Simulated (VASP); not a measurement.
Set up this calculation in VASP 6.6.1, as the native input.

```yaml
Task: single point
Functional: PBE
Potentials_or_basis: VASP PAW PBE potentials, release 64 (Ba_sv, B)
Cutoff: 520 eV
k_mesh: 7 × 7 × 7
Occupations: fermi-dirac, width 0.05 eV
Spin: no spin polarisation
Further_INCAR_settings: ALGO = Normal; EDIFF = 1e-07; NBANDS = 14
```

The structure of BaB lies in POSCAR:

```
BaB
1.0
    3.6857300000      0.0000000000      0.0000000000
    0.0000000000      3.6857300000      0.0000000000
    0.0000000000      0.0000000000      3.6857300000
Ba B
1 1
Direct
    0.0054910000      0.0011760000      0.0065300000
    0.5078340000      0.5002920000      0.5011460000
```

The cell was built by a generator and needn't be a form met in nature.

The cell isn't the ideal one: atoms moved at random, drawn with an rms of 0.05 Å.

One way to write it, as run:

INCAR

```
SYSTEM = BaB
  ALGO = Normal
  EDIFF = 1E-7
  ENCUT = 520
  GGA = PE
  ISIF = 2
  ISMEAR = -1
  LASPH = .TRUE.
  LCHARG = .TRUE.
  LELF = .TRUE.
  LREAL = .FALSE.
  LVHAR = .TRUE.
  LWAVE = .FALSE.
  NBANDS = 14
  NELM = 80
  PREC = Accurate
  SIGMA = 0.05
```

KPOINTS

```
k-points
0
G
  7 7 7
  0 0 0
```

Potentials or basis: VASP PAW PBE potentials, release 64 (Ba_sv, B).

Run with:

```sh
$ cat potpaw_PBE.64/Ba_sv/POTCAR potpaw_PBE.64/B/POTCAR > POTCAR
$ mpirun -np 1 vasp_std > vasp.out
```

Results of the run:

```yaml
Pressure: 0.8 GPa
Largest_force: 0.048 eV/Å
Band_gap_on_the_k_mesh: none (metal or under the smearing width)
```

Wall time 44 s on 1 thread of Intel(R) Xeon(R) 6975P-C (Granite Rapids), on a shared host, peak memory 0.25 GiB.
